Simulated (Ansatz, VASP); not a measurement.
## Two plane-wave programs on CsLiCr2Te2S3

Contents of INCAR:

```
PREC     = Accurate       # precision mode
ENCUT    = 520            # plane-wave cutoff, eV
EDIFF    = 1E-7           # SCF threshold, eV
ISMEAR   = -1             # smearing method
SIGMA    = 0.05           # smearing width, eV
LREAL    = False          # projectors in reciprocal space
LASPH    = True           # aspherical terms in the spheres
NELM     = 100            # most SCF steps
ALGO     = Normal         # electronic algorithm
ISIF     = 2              # what is computed and relaxed
LWAVE    = False          # write WAVECAR
LCHARG   = False          # write CHGCAR
ISPIN    = 2              # spin polarisation
MAGMOM   = 0 0 3 3 0 0 0 0 0 # initial moments
LORBIT   = 11             # projections on sites
LMAXMIX  = 4              # l up to which the mixer works
GGA      = PE             # functional
NBANDS   = 47             # bands
KPAR     = 4
```

Contents of KPOINTS:

```
regular mesh
0
Gamma
  7 7 4
```

Contents of POSCAR:

```
CsLiCr2Te2S3
1.0
    7.2895900000     -2.1043300000      0.0177200000
    7.2895900000      2.1043300000      0.0177200000
   -2.5331500000      0.0000000000      7.2810000000
Cs Li Cr Te S
1 1 2 2 3
Direct
    0.4952500000      0.4974240000     -0.0034350000
   -0.0043320000      0.0004930000      0.5053070000
    0.3343510000      0.3284920000      0.4374820000
    0.6718510000      0.6729550000      0.5656690000
    0.8105040000      0.7989720000      0.1683050000
    0.1941130000      0.1914800000      0.8308130000
    0.1718430000      0.1517010000      0.3934430000
    0.8303140000      0.8448340000      0.6030690000
    0.4918300000      0.5032420000      0.4988870000
```

The input input.yaml:

```yaml
crystal:
  lattice:
    - [7.28959, -2.10433, 0.01772]
    - [7.28959, 2.10433, 0.01772]
    - [-2.53315, 0.0, 7.281]
  atoms:
    - { symbol: Cs, position: [0.49525, 0.497424, -0.003435] }
    - { symbol: Li, position: [-0.004332, 0.000493, 0.505307] }
    - { symbol: Cr, position: [0.334351, 0.328492, 0.437482], spin: 3.0 }
    - { symbol: Cr, position: [0.671851, 0.672955, 0.565669], spin: 3.0 }
    - { symbol: Te, position: [0.810504, 0.798972, 0.168305] }
    - { symbol: Te, position: [0.194113, 0.19148, 0.830813] }
    - { symbol: S, position: [0.171843, 0.151701, 0.393443] }
    - { symbol: S, position: [0.830314, 0.844834, 0.603069] }
    - { symbol: S, position: [0.49183, 0.503242, 0.498887] }
hamiltonian:
  xc: pbe
  pseudopotentials: { kind: paw }
magnetization:
  spin_polarized: true
kpoints:
  mp_grid: { grid: [7, 7, 4] }
scf:
  occupations: { method: fermi_dirac, width: 0.05 }
output:
  forces: true
  stress: true
  eigenvalues: true
```

Change from the starting cell: atoms moved at random, drawn with an rms of 0.05 Å.

Alike in both runs: task single point; functional PBE; k mesh 7 × 7 × 4; occupations fermi-dirac, width 0.05 eV; collinear spin, ferromagnetic start.

```csv
,VASP,Ansatz
version,VASP 6.6.1,Ansatz 0.2.0
potentials or method,"VASP PAW PBE potentials, release 64 (Cs_sv, Li_sv, Cr_pv, Te, S)",Ansatz PAW
plane-wave cutoff (eV),520,420
valence electrons in the cell,66,90
```

```csv
,VASP,Ansatz,Ansatz less VASP
gap on the k mesh at the Fermi level (eV),none,none,-
rms of the force components (eV/Å),0.186,0.185,-0.0005
net moment per atom (μB),0.59,0.59,-0.002
size of the moment on the site where the two differ most (μB),2.84,2.58,-0.262
```

Site moments also hang on the region over which each program counts them. Atom by atom the forces differ by 0.004 eV/Å (rms over components). A gap of «none» marks a metal or a gap that the smearing closes. The two sets of potentials don't hold the same shells in valence.

Caveats: only a ferromagnetic start was run, and an antiferromagnetic order may lie lower in energy. Spin-orbit coupling is left out, which matters for the levels of Cs, Te.
